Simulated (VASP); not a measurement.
Input for VASP

### INCAR
```
ALGO = Normal
EDIFF = 1E-6
ENCUT = 300
GGA = PE
ISIF = 2
ISMEAR = -1
LASPH = .TRUE.
LCHARG = .FALSE.
LMAXMIX = 6
LREAL = .FALSE.
LWAVE = .FALSE.
NELM = 100
PREC = Accurate
SIGMA = 0.1
SYSTEM = Ce
```

File POSCAR:
```
Ce
1
    0.0000000000     2.3532690000     2.3532690000
    2.3532690000     0.0000000000     2.3532690000
    2.3532690000     2.3532690000     0.0000000000
Ce
1
Direct
  0.0000000000   0.0000000000   0.0000000000
```

**KPOINTS**
```
K-points
0
G
  10 10 10
```

POTCAR, in this order: Ce (PBE.64 set). Program: vasp_std.

Question: Translate this PBE calculation to Ansatz.

Answer: One equivalent input (not run):
Ansatz 0.2 input:
```yaml
crystal:
  lattice:
    - [0.0000000, 2.3532690, 2.3532690]
    - [2.3532690, 0.0000000, 2.3532690]
    - [2.3532690, 2.3532690, 0.0000000]
  atoms:
    - { symbol: Ce, position: [0.0000000, 0.0000000, 0.0000000] }
kpoints:
  mp_grid: { grid: [10, 10, 10] }
hamiltonian:
  xc: pbe
  pseudopotentials: { kind: paw }
scf:
  occupations: { method: fermi_dirac, width: 0.1 }
  max_iter: 100
output: { forces: true, stress: true, eigenvalues: true }
```
The two are equivalent in intent, not identical: each code has its own PAW files, so the cut-off isn't converted (ENCUT is set for VASP's; basis.ecutwfc is left out, and Ansatz then takes the one that its files recommend); Ansatz stops its SCF on the density residual and VASP on the energy change (EDIFF).

The structure comes from a computed database's Ce entry; how it stands against other phases isn't given here. The cell was not relaxed at this level.
